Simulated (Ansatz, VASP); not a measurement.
Two plane-wave programs on NaY

```
CELL_PARAMETERS angstrom
3.95820 0.00000 0.00000
0.00000 3.95820 0.00000
0.00000 0.00000 3.95820
ATOMIC_POSITIONS crystal
Na 0.50000 0.50000 0.50000
Y 0.00000 0.00000 0.00000
```

The cell comes from a database or a generator and needn't be the stable form of this composition.

Alike in both runs: task relaxation of cell and atoms; functional PBEsol; k mesh 10 × 10 × 10; occupations gaussian, width 0.1 eV; no spin polarisation.

|  | VASP | Ansatz |
| --- | --- | --- |
| version | VASP 6.6.1 | Ansatz 0.2.0 |
| potentials or method | VASP PAW PBE potentials, release 64 (Na_pv, Y_sv) | scalar-relativistic, plane waves, PAW |
| plane-wave cutoff (eV) | 600 | 420 |
| valence electrons in the cell | 18 | 20 |

|  | VASP | Ansatz | Ansatz less VASP |
| --- | --- | --- | --- |
| gap on the k mesh at the Fermi level, each at its own relaxed structure (eV) | none | none | - |
| relaxed volume (Å³/atom) | 31.01 | 31.01 | 0.000 |
| relaxed cell length with the largest relative difference (Å) | 3.958 | 3.958 | 0.0000 |

A gap of «none» marks a metal or a gap that the smearing closes. The two sets of potentials don't hold the same shells in valence.

Caveats: the relaxation stopped at its first step, so nothing moved; the PAW data sets were made with another functional, which shifts forces and pressure a little (VASP).
